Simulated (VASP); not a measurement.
# Al4B3P (C2) in VASP: a series of runs

One crystal, Al4B3P, is run at these levels: PBE; tasks: relaxation of cell and atoms.

Everything below comes from runs of VASP 6.6.1. Logs are shortened: lines on timing, memory, paths and dates and some standing lists are left out, and cuts for length are marked.

## Step 1: Starting point

The structure is monoclinic, space group C2 (No. 5). Conventional cell: a = 5.226 Å, b = 3.017 Å, c = 24.122 Å, α = 90.00°, β = 90.01°, γ = 90.00°. Al (site symmetry 1) is surrounded by 3 P at 2.63 to 2.66 Å and 9 Al at 2.79 to 3.02 Å. Al (site symmetry 1) has 6 B at 2.38 to 2.42 Å and 3 P at 2.52 to 2.53 Å as nearest neighbours. Around Al (site symmetry 1) lie 12 B at 2.38 to 2.42 Å. Al (site symmetry 1) has 12 Al at 2.76 to 3.02 Å as nearest neighbours. B (site symmetry 1) is surrounded by 3 B at 1.74 Å. Around B (site symmetry 1) lie 3 B at 1.74 Å. B (site symmetry 1) is surrounded by 3 B at 1.74 Å. P (site symmetry 1) has 6 Al at 2.52 to 2.66 Å as nearest neighbours.

The cell was built by a generator and needn't be a form met in nature.

## Step 2: Relaxation of cell and atoms, PBE

File INCAR:

```
PREC = Accurate ; ENCUT = 520
EDIFF = 1E-6 ; ISMEAR = 0
SIGMA = 0.1 ; LREAL = False
LASPH = True ; NELM = 120
ALGO = Normal ; ISIF = 3
LWAVE = False ; LCHARG = False
GGA = PE ; IBRION = 2
NSW = 90 ; EDIFFG = -0.01
KPAR = 8
```

File KPOINTS:

```
Automatic mesh
0
Gamma
  8 8 2
```

File POSCAR:

```
Al4B3P
1.0
    2.6128600200     -1.5087100200      0.0000000000
    2.6128600200      1.5087100200      0.0000000000
   -0.0026905300      0.0000000000     24.1224810200
Al B P
8 6 2
Direct
    0.3087647100      0.3452816800      0.8639547700
    0.9906261600      0.0122384100      0.2947393600
    0.9877615900      0.0093738400      0.7052606400
    0.9927178500      0.0122751900      0.4314408800
    0.9877248100      0.0072821500      0.5685591200
    0.6547183200      0.6912352900      0.1360452300
    0.6392129900      0.6841288100      0.9548776000
    0.3158711900      0.3607870100      0.0451224000
    0.3251244500      0.3466393500      0.3641668500
    0.6583230700      0.6800519000      0.3620055200
    0.6533606500      0.6748755500      0.6358331500
    0.3199481000      0.3416769300      0.6379944800
    0.6561314400      0.6762212000      0.4994856000
    0.3237788000      0.3438685600      0.5005144000
    0.6520457100      0.6751348500      0.7811158900
    0.3248651500      0.3479542900      0.2188841100
```

Potentials or basis: VASP PAW PBE potentials, release 64 (Al, B, P).

Launch:

```console
> cat potpaw_PBE.64/Al/POTCAR potpaw_PBE.64/B/POTCAR potpaw_PBE.64/P/POTCAR > POTCAR
> mpirun -np 8 vasp_std > vasp.out
```

OUTCAR:

```text
PREC = Accurate
   ENCUT = 520
   EDIFF = 1E-6
   ISMEAR = 0
   LREAL = False
   LASPH = True
   NELM = 120
   ISIF = 3
   GGA = PE
   IBRION = 2
   NSW = 90
   EDIFFG = -0.01

 ion  position               nearest neighbor table
   1  0.309  0.345  0.864-  15 2.63  15 2.66  15 2.66   7 2.79   7 2.80   7 2.81
   2  0.991  0.012  0.295-  10 2.38  10 2.38  10 2.38   9 2.41   9 2.41   9 2.42  16 2.52  16 2.52
                            16 2.53   4 3.30
   3  0.988  0.009  0.705-  12 2.38  12 2.38  12 2.38  11 2.41  11 2.41  11 2.42  15 2.52  15 2.52
                            15 2.53   5 3.30
   4  0.993  0.012  0.431-   9 2.38   9 2.38   9 2.38  13 2.39  13 2.39  14 2.40  13 2.40  14 2.41
                            10 2.41  14 2.41  10 2.42  10 2.42   2 3.30   5 3.31
   5  0.988  0.007  0.569-  11 2.38  11 2.38  11 2.38  14 2.39  14 2.39  13 2.40  14 2.40  13 2.41
                            12 2.41  13 2.41  12 2.42  12 2.42   3 3.30   4 3.31
   6  0.655  0.691  0.136-  16 2.63  16 2.66  16 2.66   8 2.79   8 2.80   8 2.81
   7  0.639  0.684  0.955-   8 2.76   1 2.79   8 2.80   8 2.80   1 2.80   1 2.81
   8  0.316  0.361  0.045-   7 2.76   6 2.79   7 2.80   7 2.80   6 2.80   6 2.81
   9  0.325  0.347  0.364-  10 1.74  10 1.74  10 1.74   4 2.38   4 2.38   4 2.38   2 2.41   2 2.41
                             2 2.42
  10  0.658  0.680  0.362-   9 1.74   9 1.74   9 1.74   2 2.38   2 2.38   2 2.38   4 2.41   4 2.42
                             4 2.42
  11  0.653  0.675  0.636-  12 1.74  12 1.74  12 1.74   5 2.38   5 2.38   5 2.38   3 2.41   3 2.41
                             3 2.42
  12  0.320  0.342  0.638-  11 1.74  11 1.74  11 1.74   3 2.38   3 2.38   3 2.38   5 2.41   5 2.42
                             5 2.42
  13  0.656  0.676  0.499-  14 1.74  14 1.74  14 1.74   4 2.39   4 2.39   5 2.40   4 2.40   5 2.41
                             5 2.41
  14  0.324  0.344  0.501-  13 1.74  13 1.74  13 1.74   5 2.39   5 2.39   4 2.40   5 2.40   4 2.41
                             4 2.41
  15  0.652  0.675  0.781-   3 2.52   3 2.52   3 2.53   1 2.63   1 2.66   1 2.66
  16  0.325  0.348  0.219-   2 2.52   2 2.52   2 2.53   6 2.63   6 2.66   6 2.66

  LATTYP: Found a base centered monoclinic cell.
 ALAT       =     5.2257200400
 B/A-ratio  =     0.5774170864
 C/A-ratio  =     4.6161066772
 COS(beta)  =    -0.0001115362

  Lattice vectors:

 A1 = (   2.6128600200,  -1.5087100200,   0.0000000000)
 A2 = (   2.6128600200,   1.5087100200,   0.0000000000)
 A3 = (  -0.0026905300,   0.0000000000,  24.1224810200)

Analysis of symmetry for initial positions (statically):
=====================================================================
 Subroutine PRICEL returns:
 Original cell was already a primitive cell.

 Routine SETGRP: Setting up the symmetry group for a
 base centered monoclinic supercell.

 Subroutine GETGRP returns: Found  2 space group operations
 (whereof  2 operations were pure point group operations)
 out of a pool of  4 trial point group operations.

The static configuration has the point symmetry C_2 .

Analysis of symmetry for dynamics (positions and initial velocities):
[... 176 lines left out ...]
 NGX is ok and might be reduce to    24
   NGX = 11   NGY = 11   NGZ = 89

--------------------------------------- Ionic step        1  -------------------------------------------

 number of electron      51.9999999 magnetization

 Free energy of the ion-electron system (eV)
  ---------------------------------------------------
  ext. energy  EPLUGINS =         0.00000000
  ---------------------------------------------------
  free energy    TOTEN  =       -80.49250229 eV

  energy without entropy =      -80.47550626  energy(sigma->0) =      -80.48400428

------------------------ aborting loop because EDIFF is reached ----------------------------------------

  FORCE on cell =-STRESS in cart. coord.  units (eV):
  Direction    XX          YY          ZZ          XY          YZ          ZX
  --------------------------------------------------------------------------------------
  -------------------------------------------------------------------------------------
  Total        0.8098902      0.9168435     -1.6332686      0.0000000      0.0000000      0.0325508
  in kB        6.8228031      7.7238155    -13.7592358      0.0000000      0.0000000      0.2742197
  external PRESSURE =       0.2624609 kB  Pullay stress =       0.0000000 kB
[... 131 lines left out ...]
  FREE ENERGIE OF THE ION-ELECTRON SYSTEM (eV)
  ---------------------------------------------------
  free  energy   TOTEN  =       -80.5014963946 eV

  energy  without entropy=      -80.4873720035  energy(sigma->0) =      -80.49443420

[... ionic steps 4 to 20 ...]

--------------------------------------- Ionic step       21  -------------------------------------------

 number of electron      52.0000000 magnetization

------------------------ aborting loop because EDIFF is reached ----------------------------------------
[... 95 lines left out ...]
--------------------------------------- Ionic step       23  -------------------------------------------

 number of electron      52.0000000 magnetization

 Free energy of the ion-electron system (eV)
  ---------------------------------------------------
  ext. energy  EPLUGINS =         0.00000000
  ---------------------------------------------------
  free energy    TOTEN  =       -80.50857600 eV

  energy without entropy =      -80.48809752  energy(sigma->0) =      -80.49833676

 E-fermi :   8.9831     XC(G=0): -10.9965

 val. band max:        8.9524819364   @ k =   0.3750   0.1250   0.0000
 cond. band min:       9.0295942306   @ k =   0.3750   0.3750   0.5000
 fundamental gap:      0.0771122941
 Fermi energy:         8.9831198205

 k-point     1 :       0.0000    0.0000    0.0000
  band No.  band energies     occupation
      1      -6.3794      2.00000
      2      -5.9689      2.00000
      3      -5.4235      2.00000
      4      -4.9443      2.00000
      5      -4.6280      2.00000
      6      -1.6839      2.00000
[... 901 lines left out ...]
     34      12.5520      0.00000
     35      13.2391      0.00000

 [... further k-points ...]

------------------------ aborting loop because EDIFF is reached ----------------------------------------

  FORCE on cell =-STRESS in cart. coord.  units (eV):
  Direction    XX          YY          ZZ          XY          YZ          ZX
  --------------------------------------------------------------------------------------
  -------------------------------------------------------------------------------------
  Total       -0.0033969     -0.0187932      0.0312011      0.0000000      0.0000000      0.0031847
  in kB       -0.0286864     -0.1587078      0.2634923      0.0000000      0.0000000      0.0268947
  external PRESSURE =       0.0253660 kB  Pullay stress =       0.0000000 kB
[... 31 lines left out ...]
  FREE ENERGIE OF THE ION-ELECTRON SYSTEM (eV)
  ---------------------------------------------------
  free  energy   TOTEN  =       -80.5085760041 eV

  energy  without entropy=      -80.4880975237  energy(sigma->0) =      -80.49833676

 reached required accuracy - stopping structural energy minimisation
```

OSZICAR:

```text
N       E                     dE             d eps       ncg     rms          rms(c)
DAV:   1     0.128968183877E+03    0.12897E+03   -0.21303E+04  2940   0.127E+03
DAV:   2    -0.728372049293E+02   -0.20181E+03   -0.19424E+03  3789   0.193E+02
DAV:   3    -0.865974037682E+02   -0.13760E+02   -0.13431E+02  3693   0.474E+01
[... 180 lines left out ...]
DAV:   1    -0.805085708382E+02   -0.38946E-04   -0.36457E-03  3083   0.281E-01    0.210E-02
DAV:   2    -0.805085954554E+02   -0.24617E-04   -0.31599E-04  3763   0.731E-02    0.170E-02
DAV:   3    -0.805085808940E+02    0.14561E-04   -0.26648E-04  3787   0.573E-02    0.868E-03
DAV:   4    -0.805085760698E+02    0.48243E-05   -0.40283E-05  3679   0.230E-02    0.565E-03
DAV:   5    -0.805085760041E+02    0.65719E-07   -0.55420E-06  3356   0.983E-03
  23 F= -.80508576E+02 E0= -.80498337E+02  d E =-.441561E-04
```

CONTCAR:

```text
Al4B3P
   1.00000000000000
     2.6247483445728501   -1.5159157197926814   -0.0001679125680827
     2.6247483445728501    1.5159157197926814   -0.0001679125680827
    -0.0042301903237522    0.0000000000000000   23.8407778053538131
  Al              B               P
     8     6     2
Direct
     0.3157881871149408    0.3476196819423114    0.8642313425409780
     0.9893562389823988    0.0151413260562834    0.2929736176543181
     0.9848586739437166    0.0106437610176015    0.7070263823456820
     0.9899963503876850    0.0118590264957073    0.4308152144969656
     0.9881409735042928    0.0100036496123149    0.5691847855030349
     0.6523803180576890    0.6842118128850591    0.1357686574590221
[... 8 lines left out ...]
     0.6502567691653752    0.6781425386535965    0.7830891375155747
     0.3218574613464035    0.3497432308346248    0.2169108624844252

  0.00000000E+00  0.00000000E+00  0.00000000E+00
  0.00000000E+00  0.00000000E+00  0.00000000E+00
  0.00000000E+00  0.00000000E+00  0.00000000E+00
  0.00000000E+00  0.00000000E+00  0.00000000E+00
  0.00000000E+00  0.00000000E+00  0.00000000E+00
  0.00000000E+00  0.00000000E+00  0.00000000E+00
[... 8 lines left out ...]
  0.00000000E+00  0.00000000E+00  0.00000000E+00
  0.00000000E+00  0.00000000E+00  0.00000000E+00
```

Wall time 6.5 min (8 MPI ranks of AMD EPYC 9R45 (Zen 5), shared host); peak memory 0.48 GiB.

Results:

```
Free energy                            : -80.5086 eV
Relaxed volume                         : 11.86 Å³/atom
Relaxed cell                           : a = 3.031 Å, b = 3.031 Å, c = 23.841 Å, α = 90.01°, β = 90.01°, γ = 60.02°
Space group after relaxing (to 0.05 Å) : P-3m1 (No. 164)
Energy gained by relaxing              : 1.0 meV/atom
Ionic steps                            : 23
Pressure after relaxing                : 0.0 GPa
Largest force after relaxing           : 0.009 eV/Å
Band gap on the k mesh                 : none (metal or under the smearing width)
```

Forces in eV/Å, atoms in the order of the input:
```
Al   0.001 -0.002 -0.004
Al  -0.002  0.000 -0.003
Al   0.002  0.000  0.003
Al   0.000  0.002  0.002
Al   0.000  0.002 -0.002
Al  -0.001 -0.002  0.004
Al  -0.001 -0.002  0.005
Al   0.001 -0.002 -0.005
B    0.000  0.002 -0.002
B   -0.001  0.002 -0.003
B    0.000  0.002  0.002
B    0.001  0.002  0.003
B    0.000  0.001 -0.003
B    0.000  0.001  0.003
P    0.006 -0.002 -0.005
P   -0.006 -0.002  0.005
```

Step by step:
| step | energy change (eV) | largest force (eV/Å) | pressure (GPa) | volume (Å³) |
| --- | --- | --- | --- | --- |
| 1 | 0.0000 | 0.0976 | 0.03 | 190.18 |
| 2 | -0.0087 | 0.0783 | -0.11 | 190.23 |
| 3 | -0.0090 | 0.1121 | -0.14 | 190.24 |
| 4 | -0.0104 | 0.0649 | 0.03 | 189.96 |
| 5 | -0.0104 | 0.0680 | 0.03 | 189.95 |
| 6 | -0.0116 | 0.0387 | 0.08 | 189.86 |
| 7 | -0.0124 | 0.0384 | 0.17 | 189.71 |
| 8 | -0.0131 | 0.0428 | -0.12 | 190.11 |
| 9 | -0.0131 | 0.0439 | -0.16 | 190.17 |
| 10 | -0.0139 | 0.0372 | -0.08 | 190.01 |
| 11 | -0.0143 | 0.0397 | 0.05 | 189.79 |
| 12 | -0.0149 | 0.0267 | 0.05 | 189.77 |
| 13 | -0.0150 | 0.0446 | 0.05 | 189.76 |
| 14 | -0.0154 | 0.0279 | -0.05 | 189.89 |
| 15 | -0.0154 | 0.0262 | -0.05 | 189.88 |
| 16 | -0.0158 | 0.0196 | -0.02 | 189.81 |
| 17 | -0.0159 | 0.0180 | 0.00 | 189.77 |
| 18 | -0.0159 | 0.0178 | 0.00 | 189.75 |
| 19 | -0.0160 | 0.0101 | 0.00 | 189.74 |
| 20 | -0.0160 | 0.0160 | 0.00 | 189.73 |
| 21 | -0.0160 | 0.0213 | 0.00 | 189.72 |
| 22 | -0.0160 | 0.0117 | 0.00 | 189.72 |
| 23 | -0.0161 | 0.0085 | 0.00 | 189.72 |

Final structure:
```xyz
16
Lattice="2.6247 -1.5159 -0.0002 2.6247 1.5159 -0.0002 -0.0042 0.0000 23.8408" Properties=species:S:1:pos:R:3 pbc="T T T"
Al    1.7376    0.0483   20.6038
Al    2.6353   -1.4768    6.9845
Al    2.6100   -1.4768   16.8559
Al    2.6278   -1.4828   10.2708
Al    2.6175   -1.4828   13.5696
Al    3.5076    0.0483    3.2366
Al    3.4932    0.0513   22.7656
Al    1.7520    0.0513    1.0749
B     1.7576    0.0348    8.6549
B     3.5076    0.0348    8.5976
B     3.4876    0.0348   15.1855
B     1.7377    0.0348   15.2428
B     3.4976    0.0332   11.9033
B     1.7477    0.0332   11.9371
P     3.4834    0.0423   18.6692
P     1.7619    0.0423    5.1712
```

(Part 1 of 2 ends here.)
